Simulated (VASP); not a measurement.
# Tl3Pb2: relaxation of the atoms with PBEsol

The system is Tl3Pb2, a slab with vacuum.

```
CELL_PARAMETERS angstrom
3.48635 0.00000 0.00000
-1.74318 3.01927 0.00000
0.00000 0.00000 26.62644
ATOMIC_POSITIONS crystal
Tl 0.33333 0.66667 0.28167
Tl 0.00000 0.00000 0.50000
Tl 0.66667 0.33333 0.71833
Pb 0.66667 0.33333 0.39084
Pb 0.33333 0.66667 0.60916
```

The cell isn't the ideal one: the (0 0 1) slab of TlPb, cut from the database cell, not relaxed.

| Quantity | Value |
| --- | --- |
| Program | VASP 6.6.1 |
| Task | relaxation of the atoms |
| Functional | PBEsol |
| Potentials or basis | VASP PAW PBE potentials, release 64 (Tl_d, Pb_d) |
| Cutoff | 520 eV |
| k mesh | 9 × 9 × 1 |
| Occupations | gaussian, width 0.05 eV |
| Spin | no spin polarisation |
| Dipole correction | yes |
| Atoms held fixed (from 0) | [0, 3] |
| Further INCAR settings | ALGO = Normal; EDIFF = 1e-06; IBRION = 2; EDIFFG = -0.01; NSW = 60 |

```json
{
 "Energy gained by relaxing": "6.7 meV/atom",
 "Ionic steps": "16",
 "Band gap on the k mesh": "none (metal or under the smearing width)"
}
```

The path:
```csv
step,energy change (eV),largest force (eV/Å),pressure (GPa)
1,0.0000,0.1301,-1.15
2,-0.0009,0.1294,-1.14
3,-0.0034,0.1287,-1.11
4,-0.0078,0.1275,-1.07
5,-0.0136,0.1352,-0.96
6,-0.0113,0.2589,-0.73
7,-0.0150,0.1767,-0.88
8,-0.0171,0.1534,-0.87
9,-0.0220,0.1174,-0.82
10,-0.0242,0.1866,-0.71
11,-0.0247,0.1525,-0.75
12,-0.0279,0.1248,-0.73
13,-0.0334,0.1178,-0.66
14,-0.0336,0.1206,-0.64
15,-0.0337,0.1189,-0.64
16,-0.0337,0.1178,-0.64
```

Final structure:
```
Tl Pb
1.0
     3.48635    0.00000    0.00000
    -1.74318    3.01927    0.00000
     0.00000    0.00000   26.62644
Tl Pb
3 2
Direct
  0.33333 0.66667 0.28167
  0.00000 0.00000 0.49473
  0.66667 0.33333 0.70440
  0.66667 0.33333 0.39084
  0.33333 0.66667 0.59845
```

Levels at points of the mesh, in eV from the Fermi level:
```csv
k point,band 31,band 32,band 33,band 34,band 35,band 36
"(0.00, 0.00, 0.00)",-2.72,-0.97,1.14,2.88,4.00,4.10
```

Run time: 23 min on 1 thread of Intel(R) Xeon(R) 6975P-C (Granite Rapids), on a shared host, peak memory 0.49 GiB.

Caveat: the PAW data sets were made with another functional, which shifts forces and pressure a little. The run has no spin-orbit coupling, so splittings on Pb, Tl are missing.
